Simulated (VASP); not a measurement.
Here is the system:

```
Al3Sc
1.0
    4.05696     0.00000     0.00000
    0.00000     4.05696     0.00000
    0.00000     0.00000     4.05696
Sc Al
1 3
Direct
  0.00000   0.00000   0.00000
  0.00000   0.50000   0.50000
  0.50000   0.00000   0.50000
  0.50000   0.50000   0.00000
```

Calculation: PBE GGA with D4 dispersion, VASP's PBE PAW potentials (set 64) (plane waves; VASP). Settings: 520 eV cut-off, 9×9×9 Γ-centred mesh, tetrahedra with Blöchl corrections, potentials Sc_sv Al.

The cores are frozen, which limits the accuracy of field gradients.

### Question
Give the principal components of the electric field gradient (V/Å²) and the asymmetry η at each nucleus.

### Answer

```tsv
atom	Vxx	Vyy	Vzz	η
Sc1	0.0	0.0	0.0	-
Al2	-10.0	-10.0	19.9	0.00
Al3	-10.0	-10.0	19.9	0.00
Al4	-10.0	-10.0	19.9	0.00
```

The compound is Al3Sc in the L1_2 structure. It was relaxed first.
